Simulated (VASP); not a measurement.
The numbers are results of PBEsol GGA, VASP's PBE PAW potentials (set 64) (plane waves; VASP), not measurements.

VASP input:

### POSCAR
```
BN
1
   -0.0000000000     1.8037830981     1.8037830981
    1.8037830981    -0.0000000000     1.8037830981
    1.8037830981     1.8037830981     0.0000000000
B N
1 1
Direct
  0.0000000000   0.0000000000   0.0000000000
  0.2500000000   0.2500000000   0.2500000000
```

**INCAR**
```
# general
SYSTEM = BN
PREC   = Accurate
ENCUT  = 650   # plane-wave cut-off (eV)
LREAL  = .FALSE.
LASPH  = .TRUE.   # aspherical one-centre terms

# electronic loop
EDIFF  = 1E-7   # SCF stop (eV)
NELM   = 100   # most electronic steps
ALGO   = Normal   # blocked Davidson

# smearing
ISMEAR = 0   # Gaussian
SIGMA  = 0.05   # width (eV)

# functional
GGA    = PS   # PBEsol

# ions
IBRION = 6   # finite differences
NSW    = 1   # most ionic steps
ISIF   = 3   # ions, shape and volume
POTIM  = 0.015   # step
NFREE  = 2

# output
LWAVE  = .FALSE.
LCHARG = .FALSE.
```

**KPOINTS**
```
Automatic mesh
0
Gamma
11 11 11
0 0 0
```

POTCAR, in this order: B N (PBE.64 set). Program: vasp_std.

The resulting files:

### OUTCAR
```
 ion  position               nearest neighbor table
   1  0.000  0.000  0.000-   2 1.56   2 1.56   2 1.56   2 1.56
   2  0.250  0.250  0.250-   1 1.56   1 1.56   1 1.56   1 1.56
  LATTYP: Found a face centered cubic cell.
 ALAT       =     3.6075661962
 Subroutine PRICEL returns:
 Original cell was already a primitive cell.
 Subroutine GETGRP returns: Found 24 space group operations
The static configuration has the point symmetry T_d .
The dynamic configuration has the point symmetry T_d .
 Subroutine INISYM returns: Found 24 space group operations
 Subroutine IBZKPT returns following result:
 Found     56 irreducible k-points:

 Following reciprocal coordinates:
            Coordinates               Weight
  0.000000  0.000000  0.000000      1.000000
  0.090909  0.000000  0.000000      8.000000
  0.181818  0.000000  0.000000      8.000000
  0.272727  0.000000  0.000000      8.000000
  0.363636  0.000000  0.000000      8.000000
  0.454545  0.000000  0.000000      8.000000
  0.090909  0.090909  0.000000      6.000000
  0.181818  0.090909  0.000000     24.000000
  0.272727  0.090909  0.000000     24.000000
  0.363636  0.090909  0.000000     24.000000
  0.454545  0.090909  0.000000     24.000000
 -0.454545  0.090909  0.000000     24.000000
 -0.363636  0.090909  0.000000     24.000000
 -0.272727  0.090909  0.000000     24.000000
 -0.181818  0.090909  0.000000     24.000000
 -0.090909  0.090909  0.000000     12.000000
  0.181818  0.181818  0.000000      6.000000
  0.272727  0.181818  0.000000     24.000000
  0.363636  0.181818  0.000000     24.000000
  0.454545  0.181818  0.000000     24.000000
 -0.454545  0.181818  0.000000     24.000000
 -0.363636  0.181818  0.000000     24.000000
 -0.272727  0.181818  0.000000     24.000000
 -0.181818  0.181818  0.000000     12.000000
  0.272727  0.272727  0.000000      6.000000
  0.363636  0.272727  0.000000     24.000000
  0.454545  0.272727  0.000000     24.000000
 -0.454545  0.272727  0.000000     24.000000
 -0.363636  0.272727  0.000000     24.000000
 -0.272727  0.272727  0.000000     12.000000
  0.363636  0.363636  0.000000      6.000000
  0.454545  0.363636  0.000000     24.000000
 -0.454545  0.363636  0.000000     24.000000
 -0.363636  0.363636  0.000000     12.000000
  0.454545  0.454545  0.000000      6.000000
 -0.454545  0.454545  0.000000     12.000000
  0.272727  0.181818  0.090909     24.000000
  0.363636  0.181818  0.090909     48.000000
  0.454545  0.181818  0.090909     48.000000
 -0.454545  0.181818  0.090909     48.000000
 Subroutine IBZKPT_HF returns following result:
   k-points           NKPTS =     56   k-points in BZ     NKDIM =     56   number of bands    NBANDS=      8
   number of dos      NEDOS =    301   number of ions     NIONS =      2
   total plane-waves  NPLWV =  13824
   dimension x,y,z NGX =    24 NGY =   24 NGZ =   24
   dimension x,y,z NGXF=    48 NGYF=   48 NGZF=   48
   ions per type =               1   1
   PREC   = accura    normal or accurate (medium, high low for compatibility)
   ISTART =      0    job   : 0-new  1-cont  2-samecut
   ICHARG =      2    charge: 1-file 2-atom 10-const
   ISPIN  =      1    spin polarized calculation?
   LNONCOLLINEAR =      F non collinear calculations
   LSORBIT =      F    spin-orbit coupling
   INIWAV =      1    electr: 0-lowe 1-rand  2-diag
   ENCUT  =  650.0 eV  47.77 Ry    6.91 a.u.   5.30  5.30  5.30*2*pi/ulx,y,z
   NELM   =    100;   NELMIN=  2; NELMDL= -5     # of ELM steps
   EDIFF  = 0.1E-06   stopping-criterion for ELM
   LREAL  =      F    real-space projection
   NLSPLINE    = F    spline interpolate recip. space projectors
...
```

OUTCAR:
```


 TOTAL ELASTIC MODULI (kBar)
 Direction    XX          YY          ZZ          XY          YZ          ZX
 --------------------------------------------------------------------------------
 XX        7940.3569   1842.3411   1842.3411      0.0000     -0.0000     -0.0000
 YY        1842.3411   7940.3569   1842.3411      0.0000      0.0000     -0.0000
 ZZ        1842.3411   1842.3411   7940.3569     -0.0000      0.0000     -0.0000
 XY           0.0000      0.0000     -0.0000   4572.4252      0.0000      0.0000
 YZ          -0.0000      0.0000      0.0000      0.0000   4572.4252      0.0000
 ZX          -0.0000     -0.0000     -0.0000      0.0000      0.0000   4572.4252
 --------------------------------------------------------------------------------
```
(Selected blocks of OUTCAR.)

The compound is BN in the zinc blende structure. It was relaxed first.
